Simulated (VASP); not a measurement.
# KMgMn2O4 (P-1) in VASP: reference runs, part 2 of 2

VASP 6.6.1. The steps go on from the part before.

**3. Single point, PBE, collinear spin, ferromagnetic start (atoms moved at random, drawn with an rms of 0.05 Å)**

Input file INCAR:

```
PREC = Accurate ; ENCUT = 520
EDIFF = 1E-7 ; ISMEAR = -1
SIGMA = 0.05 ; LREAL = False
LASPH = True ; NELM = 150
ALGO = Normal ; ISIF = 2
LWAVE = False ; LCHARG = False
ISPIN = 2 ; MAGMOM = 4 4 0 0 0 0 0 0
LORBIT = 11 ; LMAXMIX = 4
GGA = PE ; NBANDS = 44
```

Input file KPOINTS:

```
regular mesh
0
Gamma
  8 5 5
```

Input file POSCAR:

```
KMgMn2O4
1.0
    3.2277842844      0.0000000000      0.0000000000
   -0.2947199963      5.5054952006      0.0000000000
   -0.2804636145     -1.5773880427      5.3862538416
Mn K Mg O
2 1 1 4
Direct
    0.5009960000      0.0082120000      0.5017570000
    0.0031050000     -0.0018340000     -0.0053960000
    0.5041870000      0.4944640000     -0.0014700000
    0.0047660000      0.4944110000      0.5025220000
    0.5003980000      0.7687580000      0.7124940000
    0.0332890000      0.7913940000      0.2934840000
    0.9577710000      0.2164120000      0.7080820000
    0.5058520000      0.2306760000      0.2809140000
```

Potentials or basis: VASP PAW PBE potentials, release 64 (Mn_pv, K_sv, Mg, O).

Run with:

```console
> cat potpaw_PBE.64/Mn_pv/POTCAR potpaw_PBE.64/K_sv/POTCAR potpaw_PBE.64/Mg/POTCAR potpaw_PBE.64/O/POTCAR > POTCAR
> mpirun -np 1 vasp_std > vasp.out
```

OUTCAR:

```text
PREC = Accurate
   ENCUT = 520
   EDIFF = 1E-7
   ISMEAR = -1
   LREAL = False
   LASPH = True
   NELM = 150
   ISIF = 2
   ISPIN = 2
   LORBIT = 11
   GGA = PE

 ion  position               nearest neighbor table
   1  0.501  0.008  0.502-   7 1.94   8 1.97   6 1.98   5 2.00   6 2.32   7 2.33   4 3.06   2 3.15
                             4 3.18   4 3.19   3 3.29   4 3.34   3 3.40
   2  0.003  0.998  0.995-   7 2.27   5 2.27   6 2.28   8 2.29   5 2.46   8 2.48   3 3.10   3 3.14
                             1 3.15   3 3.24   3 3.29   4 3.33   4 3.36
   3  0.504  0.494  0.999-   8 2.43   7 2.48   5 2.49   7 2.50   6 2.50   6 2.60   2 3.10   2 3.14
                             4 3.15   4 3.19   2 3.24   1 3.29   4 3.29   2 3.29   4 3.33   1 3.40
   4  0.005  0.494  0.503-   7 2.16   5 2.19   8 2.19   6 2.27   8 2.39   5 2.41   1 3.06   3 3.15
                             1 3.18   3 3.19   1 3.19   3 3.29   3 3.33   2 3.33   1 3.34   2 3.36
   5  0.500  0.769  0.712-   1 2.00   4 2.19   2 2.27   4 2.41   2 2.46   3 2.49
   6  0.033  0.791  0.293-   1 1.98   4 2.27   2 2.28   1 2.32   3 2.50   3 2.60
   7  0.958  0.216  0.708-   1 1.94   4 2.16   2 2.27   1 2.33   3 2.48   3 2.50
   8  0.506  0.231  0.281-   1 1.97   4 2.19   2 2.29   4 2.39   3 2.43   2 2.48

  LATTYP: Found a triclinic cell.
 ALAT       =     6.3392888098
 B/A-ratio  =     1.4036697182
 C/A-ratio  =     0.5091713568
 COS(alpha) =     0.0016021525
 COS(beta)  =     0.4649292308
 COS(gamma) =     0.7131207010

  Lattice vectors:

 A1 = (   2.9473206699,  -1.5773880427,   5.3862538416)
 A2 = (   0.0142563818,  -7.0828832433,   5.3862538416)
 A3 = (   3.2277842844,   0.0000000000,   0.0000000000)

Analysis of symmetry for initial positions (statically):
=====================================================================
 Subroutine PRICEL returns:
 Original cell was already a primitive cell.

 Routine SETGRP: Setting up the symmetry group for a
 triclinic supercell.

 Subroutine GETGRP returns: Found  1 space group operations
 (whereof  1 operations were pure point group operations)
 out of a pool of  2 trial point group operations.

The static configuration has the point symmetry C_1 .

Analysis of symmetry for dynamics (positions and initial velocities):
=====================================================================
 Subroutine PRICEL returns:
 Original cell was already a primitive cell.

 Routine SETGRP: Setting up the symmetry group for a
 triclinic supercell.

 Subroutine GETGRP returns: Found  1 space group operations
 (whereof  1 operations were pure point group operations)
 out of a pool of  2 trial point group operations.

The dynamic configuration has the point symmetry C_1 .

Analysis of structural, dynamic, and magnetic symmetry:
=====================================================================
 Subroutine PRICEL returns:
 Original cell was already a primitive cell.

 Routine SETGRP: Setting up the symmetry group for a
 triclinic supercell.

 Subroutine GETGRP returns: Found  1 space group operations
 (whereof  1 operations were pure point group operations)
 out of a pool of  2 trial point group operations.

The overall configuration has the point symmetry C_1 .

 Subroutine INISYM returns: Found  1 space group operations
 (whereof  1 operations are pure point group operations),
 and found     1 'primitive' translations

----------------------------------------------------------------------------------------
[... 121 lines left out ...]
   EFERMI_NEDOS =   21; number of points for ismear=-14 and -15
   IALGO  =     38    algorithm
   IMIX   =      4    mixing-type and parameters
     AMIX     =   0.40;   BMIX     =  1.00
     AMIX_MAG =   1.60;   BMIX_MAG =  1.00
  volume/ion in A,a.u.               =      11.96        80.74
  Fermi-wavevector in a.u.,A,eV,Ry     =   1.408820  2.662284 27.004491  1.984774
  Thomas-Fermi vector in A             =   2.530939
   LORBIT       =     11    0 simple, 1 ext, 2 COOP (PROOUT), +10 PAW based schemes
   GGA     = PE    functional components
   LHFCALC =     F    Hartree Fock is set to
   AEXX    =    0.0000 exact exchange contribution
   IVDW    =     0    specifies the selected vdW correction
   LEPSILON=     F    determine dielectric tensor
   LRPA    =     F    only Hartree local field effects (RPA)
 spin polarized calculation
  energy-cutoff  :      520.00
  volume of cell :       95.72
 maximum number of plane-waves:      2598
   NGX = 11   NGY = 21   NGZ = 21

 number of electron      61.0000004 magnetization       8.9995679

 Free energy of the ion-electron system (eV)
  ---------------------------------------------------
  ext. energy  EPLUGINS =         0.00000000
  ---------------------------------------------------
  free energy    TOTEN  =       -53.51298329 eV

  energy without entropy =      -53.51282341  energy(sigma->0) =      -53.51290335

 E-fermi :   5.2262     XC(G=0): -10.8931

 val. band max:        4.9814523554   @ k =   0.0000   0.4000  -0.0000
 cond. band min:       5.4188223457   @ k =   0.0000   0.0000   0.0000
 fundamental gap:      0.4373699903
 Fermi energy:         5.2261601215

 spin component 1

 k-point     1 :       0.0000    0.0000    0.0000
  band No.  band energies     occupation
      1     -45.7105      1.00000
      2     -45.6883      1.00000
      3     -45.6685      1.00000
      4     -45.6040      1.00000
      5     -45.4770      1.00000
      6     -45.4079      1.00000
[... 1069 lines left out ...]
     41      11.7356      0.00000
     42      13.0228      0.00000

 [... further k-points ...]

 spin component 2

 k-point     1 :       0.0000    0.0000    0.0000
  band No.  band energies     occupation
      1     -41.9724      1.00000
      2     -41.8751      1.00000
      3     -41.0132      1.00000
      4     -40.8636      1.00000
      5     -40.7896      1.00000
      6     -40.6632      1.00000
[... 1069 lines left out ...]
     41      12.1907      0.00000
     42      13.7691      0.00000

 [... further k-points ...]

 [bands above 42 left out]

------------------------ aborting loop because EDIFF is reached ----------------------------------------

  FORCE on cell =-STRESS in cart. coord.  units (eV):
  Direction    XX          YY          ZZ          XY          YZ          ZX
  --------------------------------------------------------------------------------------
  -------------------------------------------------------------------------------------
  Total       -0.6130990     -1.4642464     -0.8723300     -0.5708574      0.2495191     -0.5315696
  in kB      -10.2625069    -24.5096458    -14.6017085     -9.5554357      4.1766364     -8.8978072
  external PRESSURE =     -16.4579538 kB  Pullay stress =       0.0000000 kB

 VOLUME and BASIS-vectors are now :
 -----------------------------------------------------------------------------
  energy-cutoff  :      520.00
  volume of cell :       95.72
      direct lattice vectors                 reciprocal lattice vectors
     3.227784284  0.000000000  0.000000000     0.309810047  0.016584742  0.020988803
    -0.294719996  5.505495201  0.000000000     0.000000000  0.181636704  0.053193105
    -0.280463615 -1.577388043  5.386253842     0.000000000  0.000000000  0.185657793

 POSITION                                       TOTAL-FORCE (eV/Angst)
 -----------------------------------------------------------------------------------
      1.47396     -0.74625      2.70259        -0.216523     -0.766205     -0.515490
     -0.56311      3.92652      5.35719        -0.018312     -0.227444      0.130943
      1.20163      1.14720      5.37834        -0.099867      0.408373      0.236099
     -0.27127      1.92931      2.70671        -0.016627      0.375280     -0.180440
      1.18878      3.10851      3.83767         0.056171      0.130475     -0.048149
     -0.20810      3.89408      1.58078         0.477824      0.239948      0.133521
      2.82911      0.07454      3.81391        -0.042198     -0.081078     -0.165136
      1.48601      0.82688      1.51307        -0.140468     -0.079350      0.408652
 -----------------------------------------------------------------------------------
    total drift:                               -0.002085      0.001951      0.002012

  FREE ENERGIE OF THE ION-ELECTRON SYSTEM (eV)
  ---------------------------------------------------
  free  energy   TOTEN  =       -53.5129832859 eV

  energy  without entropy=      -53.5128234071  energy(sigma->0) =      -53.51290335

 total charge

# of ion       s       p       d       tot
------------------------------------------
    1        0.285   6.309   4.863  11.458
    2        0.192   6.139   4.916  11.246
    3        1.978   5.629   0.090   7.697
    4        0.128   0.123   0.047   0.298
    5        1.556   3.421   0.000   4.977
    6        1.559   3.422   0.000   4.981
    7        1.559   3.451   0.000   5.010
    8        1.557   3.429   0.000   4.985
--------------------------------------------------
tot          8.813  31.922   9.916  50.651

 magnetization (x)

# of ion       s       p       d       tot
------------------------------------------
    1        0.035   0.027   3.582   3.645
    2        0.037   0.021   4.414   4.472
    3        0.001   0.001   0.004   0.005
    4        0.008   0.004   0.001   0.013
    5        0.009   0.070   0.000   0.078
    6        0.010   0.096   0.000   0.106
    7        0.010   0.098   0.000   0.108
    8        0.009   0.066   0.000   0.075
--------------------------------------------------
tot          0.118   0.384   8.002   8.503
```

It took 10 min on 1 thread of Intel Xeon 6975P-C (Granite Rapids), shared host; peak memory 0.68 GiB.

Results:

* Free energy: -53.5130 eV
* Pressure: -1.6 GPa
* Largest force: 0.949 eV/Å
* Band gap on the k mesh: 0.44 eV, indirect (least direct gap 0.59 eV)
* Net moment: 9.00 μB per cell
* Site moments: Mn +3.65, +4.47; K +0.01; Mg +0.01; O +0.08, +0.11, +0.07 μB
* Valence electrons inside the program's atomic spheres: Mn 11.46, 11.25; K 7.70; Mg 0.30; O 4.98, 5.01, 4.99

Forces on the atoms (eV/Å):
```
Mn  -0.217 -0.766 -0.515
Mn  -0.018 -0.227  0.131
K   -0.100  0.408  0.236
Mg  -0.017  0.375 -0.180
O    0.056  0.130 -0.048
O    0.478  0.240  0.134
O   -0.042 -0.081 -0.165
O   -0.140 -0.079  0.409
```

Caveat: an odd mesh through Γ misses points on the zone boundary, where band edges often lie; only a ferromagnetic start was run, and an antiferromagnetic order may lie lower in energy.
